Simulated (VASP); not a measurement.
# Cu2F3 (C2/c) in VASP: single point with r2SCAN

Aim: the single point of Cu2F3 with r2SCAN.

All numbers are computed with VASP 6.6.1; they aren't measurements. Logs are shortened: lines on timing, memory, paths and dates and some standing lists are left out, and cuts for length are marked.

**1. The structure**

It takes space group C2/c (No. 15, monoclinic). Conventional cell: a = 9.093 Å, b = 5.471 Å, c = 5.894 Å, α = 90.00°, β = 126.73°, γ = 90.00°. Around F (site symmetry 1) lie 3 Cu at 1.97 to 2.04 Å. F (site symmetry 2) has 4 Cu at 2.08 to 2.18 Å as nearest neighbours. Cu (site symmetry 1) has 5 F at 1.97 to 2.18 Å as nearest neighbours.

The cell was built by a generator and needn't be a form met in nature.

**2. Single point, r2SCAN**

Input file POSCAR:

```
Cu2F3
1.0
    3.3917815566      2.7353188258      3.0274173552
    3.3917815566     -2.7353188258      3.0274173552
    3.9076573204      2.7353188258     -2.8435015833
F Cu
6 4
Direct
    0.5569757124      0.5567969637      0.7005573479
    0.1437603843      0.2424669397      0.7994426521
    0.4430242876      0.4432030363      0.2994426521
    0.8562396157      0.7575330603      0.2005573479
    0.2308372951      0.0191627049      0.2500000000
    0.7691627049      0.9808372951      0.7500000000
    0.2880892280      0.3441787808      0.0599338730
    0.7157550922      0.1519768990      0.4400661270
    0.7119107720      0.6558212192      0.9400661270
    0.2842449078      0.8480231010      0.5599338730
```

Input file INCAR.step1:

```
ALGO = Normal
EDIFF = 1E-4
ENCUT = 520
GGA = PE
ISMEAR = -1
LASPH = True
LCHARG = False
LREAL = False
LWAVE = True
NBANDS = 54
NELM = 100
PREC = Accurate
SIGMA = 0.0946
```

Input file INCAR.step2:

```
ALGO = Normal
EDIFF = 1E-7
ENCUT = 520
ISIF = 2
ISMEAR = -1
ISTART = 1
LASPH = True
LCHARG = False
LMIXTAU = True
LREAL = False
LWAVE = False
METAGGA = R2SCAN
NBANDS = 54
NELM = 100
PREC = Accurate
SIGMA = 0.0946
```

Input file KPOINTS:

```
k-points
0
Gamma
  5 5 5
```

Potentials or basis: VASP PAW PBE potentials, release 64 (F, Cu).

The run is started by

```bash
> cat potpaw_PBE.64/F/POTCAR potpaw_PBE.64/Cu/POTCAR > POTCAR
> cp INCAR.step1 INCAR
> mpirun -np 1 vasp_std > vasp.out
> cp INCAR.step2 INCAR
> mpirun -np 1 vasp_std > vasp.out
```

OUTCAR:

```text
EDIFF = 1E-7
   ENCUT = 520
   ISIF = 2
   ISMEAR = -1
   ISTART = 1
   LASPH = True
   LREAL = False
   METAGGA = R2SCAN
   NELM = 100
   PREC = Accurate

 ion  position               nearest neighbor table
   1  0.557  0.557  0.701-   9 1.97   8 2.03  10 2.04
   2  0.144  0.242  0.799-  10 1.97   7 2.03   9 2.04
   3  0.443  0.443  0.299-   7 1.97  10 2.03   8 2.04
   4  0.856  0.758  0.201-   8 1.97   9 2.03   7 2.04
   5  0.231  0.019  0.250-  10 2.08   9 2.08   7 2.18   8 2.18
   6  0.769  0.981  0.750-   8 2.08   7 2.08   9 2.18  10 2.18
   7  0.288  0.344  0.060-   3 1.97   2 2.03   4 2.04   6 2.08   5 2.18
   8  0.716  0.152  0.440-   4 1.97   1 2.03   3 2.04   6 2.08   5 2.18
   9  0.712  0.656  0.940-   1 1.97   4 2.03   2 2.04   5 2.08   6 2.18
  10  0.284  0.848  0.560-   2 1.97   3 2.03   1 2.04   5 2.08   6 2.18

  LATTYP: Found a base centered monoclinic cell.
 ALAT       =     9.0927307164
 B/A-ratio  =     0.6016495839
 C/A-ratio  =     0.6481595529
 COS(beta)  =    -0.5980395589

  Lattice vectors:

 A1 = (   3.3917815566,   2.7353188258,   3.0274173552)
 A2 = (   3.3917815566,  -2.7353188258,   3.0274173552)
 A3 = (   0.5158757638,   0.0000000000,  -5.8709189385)

Analysis of symmetry for initial positions (statically):
=====================================================================
 Subroutine PRICEL returns:
 Original cell was already a primitive cell.

 Routine SETGRP: Setting up the symmetry group for a
 base centered monoclinic supercell.

 Subroutine GETGRP returns: Found  4 space group operations
 (whereof  2 operations were pure point group operations)
 out of a pool of  4 trial point group operations.

The static configuration has the point symmetry S_2 .
 The point group associated with its full space group is C_2h.

Analysis of symmetry for dynamics (positions and initial velocities):
=====================================================================
 Subroutine PRICEL returns:
 Original cell was already a primitive cell.

 Routine SETGRP: Setting up the symmetry group for a
 base centered monoclinic supercell.

 Subroutine GETGRP returns: Found  4 space group operations
 (whereof  2 operations were pure point group operations)
 out of a pool of  4 trial point group operations.

The dynamic configuration has the point symmetry S_2 .
 The point group associated with its full space group is C_2h.

 Subroutine INISYM returns: Found  4 space group operations
[... 119 lines left out ...]
   ISIF   =      2    stress and relaxation
   ISYM   =      2    0-nonsym 1-usesym 2-fastsym
   POTIM  = 0.5000    time-step for ionic-motion
   TEBEG  =    0.0;   TEEND  =   0.0 temperature during run
   PSTRESS=    0.0 pullay stress
   NELECT =      86.0000    total number of electrons
   NUPDOWN=      -1.0000    fix difference up-down
   EMIN   =  10.00;   EMAX   =-10.00  energy-range for DOS
   EFERMI =   0.00;   METHOD = LEGACY
   ISMEAR =    -1;   SIGMA  =   0.09  broadening in eV -4-tet -1-fermi 0-gaus
   EFERMI_NEDOS =   21; number of points for ismear=-14 and -15
   IALGO  =     38    algorithm
   IMIX   =      4    mixing-type and parameters
     AMIX     =   0.40;   BMIX     =  1.00
     AMIX_MAG =   1.60;   BMIX_MAG =  1.00
  volume/ion in A,a.u.               =      11.75        79.28
  Fermi-wavevector in a.u.,A,eV,Ry     =   1.475434  2.788165 29.618580  2.176904
  Thomas-Fermi vector in A             =   2.590083
   LORBIT       =      0    0 simple, 1 ext, 2 COOP (PROOUT), +10 PAW based schemes
   METAGGA = R2SCAN    functional components
   LHFCALC =     F    Hartree Fock is set to
   AEXX    =    0.0000 exact exchange contribution
   IVDW    =     0    specifies the selected vdW correction
   LEPSILON=     F    determine dielectric tensor
   LRPA    =     F    only Hartree local field effects (RPA)
 non-spin polarized calculation
  energy-cutoff  :      520.00
  volume of cell :      117.48
 maximum number of plane-waves:      3180
   NGX = 19   NGY = 19   NGZ = 21

 number of electron      85.9999927 magnetization

 Free energy of the ion-electron system (eV)
  ---------------------------------------------------
  ext. energy  EPLUGINS =         0.00000000
  ---------------------------------------------------
  free energy    TOTEN  =       -76.90537155 eV

  energy without entropy =      -76.62268943  energy(sigma->0) =      -76.76403049

 E-fermi :   2.7155     XC(G=0): -11.0349

 val. band max:        2.7114768370   @ k =   0.4000   0.4000   0.2000
 cond. band min:       2.7187262953   @ k =   0.4000  -0.2000   0.2000
 fundamental gap:      0.0072494583
 Fermi energy:         2.7155400633

 k-point     1 :       0.0000    0.0000    0.0000
  band No.  band energies     occupation
      1     -22.9439      2.00000
      2     -22.5572      2.00000
      3     -22.4616      2.00000
      4     -22.4594      2.00000
      5     -22.1366      2.00000
      6     -22.0647      2.00000
[... 1357 lines left out ...]
     53      13.5303      0.00000
     54      13.8237      0.00000

 [... further k-points ...]

------------------------ aborting loop because EDIFF is reached ----------------------------------------

  FORCE on cell =-STRESS in cart. coord.  units (eV):
  Direction    XX          YY          ZZ          XY          YZ          ZX
  --------------------------------------------------------------------------------------
  -------------------------------------------------------------------------------------
  Total        0.5350050      0.4019231     -0.0571665      0.0000000      0.0000000     -0.0234517
  in kB        7.2963293      5.4813755     -0.7796301      0.0000000      0.0000000     -0.3198313
  external PRESSURE =       3.9993583 kB  Pullay stress =       0.0000000 kB

 VOLUME and BASIS-vectors are now :
 -----------------------------------------------------------------------------
  energy-cutoff  :      520.00
  volume of cell :      117.48
      direct lattice vectors                 reciprocal lattice vectors
     3.391781557  2.735318826  3.027417355    -0.004282161  0.182794048  0.169954814
     3.391781557 -2.735318826  3.027417355     0.136694197 -0.182794048  0.012011275
     3.907657320  2.735318826 -2.843501583     0.140976358  0.000000000 -0.157943539

 POSITION                                       TOTAL-FORCE (eV/Angst)
 -----------------------------------------------------------------------------------
      6.51521      1.91674      1.37982        -0.000721     -0.004529     -0.014396
      4.43395      1.91674     -1.10395         0.000721     -0.004529      0.014396
      4.17601      0.81858      1.83151         0.000721      0.004529      0.014396
      6.25727      0.81858      4.31528        -0.000721      0.004529     -0.014396
      1.82486      1.26283      0.04598        -0.000000     -0.031890      0.000000
      8.86636      1.47249      3.16535         0.000000      0.031890     -0.000000
      2.37872      0.01052      1.74372         0.007987      0.000158     -0.008310
      4.66278      2.74583      1.37566        -0.007987      0.000158      0.008310
      8.31250      2.72480      1.46762        -0.007987     -0.000158      0.008310
      6.02844     -0.01052      1.83567         0.007987     -0.000158     -0.008310
 -----------------------------------------------------------------------------------
    total drift:                                0.000000     -0.000000      0.000000

  FREE ENERGIE OF THE ION-ELECTRON SYSTEM (eV)
  ---------------------------------------------------
  free  energy   TOTEN  =       -76.9053715518 eV

  energy  without entropy=      -76.6226894270  energy(sigma->0) =      -76.76403049
```

OUTCAR.step1:

```text
EDIFF = 1E-4
   ENCUT = 520
   GGA = PE
   ISMEAR = -1
   LASPH = True
   LREAL = False
[... 1624 lines left out ...]
      4.66278      2.74583      1.37566        -0.025848     -0.004787      0.006412
      8.31250      2.72480      1.46762        -0.025848      0.004787      0.006412
      6.02844     -0.01052      1.83567         0.025848      0.004787     -0.006412
 -----------------------------------------------------------------------------------
    total drift:                                0.000000     -0.000000      0.000000

  FREE ENERGIE OF THE ION-ELECTRON SYSTEM (eV)
  ---------------------------------------------------
  free  energy   TOTEN  =       -38.7022415064 eV

  energy  without entropy=      -38.4099163400  energy(sigma->0) =      -38.55607892
```

Wall time 7.8 min (1 thread of Intel Xeon 6975P-C (Granite Rapids), shared host); peak memory 0.38 GiB.

What came out:

```yaml
Free_energy: -76.9054 eV
Pressure: 0.4 GPa
Largest_force: 0.032 eV/Å
Band_gap_on_the_k_mesh: none (metal or under the smearing width)
```

Forces in eV/Å, atoms in the order of the input:
```
F   -0.001 -0.005 -0.014
F    0.001 -0.005  0.014
F    0.001  0.005  0.014
F   -0.001  0.005 -0.014
F    0.000 -0.032  0.000
F    0.000  0.032  0.000
Cu   0.008  0.000 -0.008
Cu  -0.008  0.000  0.008
Cu  -0.008  0.000  0.008
Cu   0.008  0.000 -0.008
```

Caveat: the PAW data sets were made with another functional, which shifts forces and pressure a little; the run has no spin polarisation, though such a crystal can be magnetic; semilocal functionals often make such compounds metallic where correlation or magnetic order opens a gap, which also shifts bond lengths.
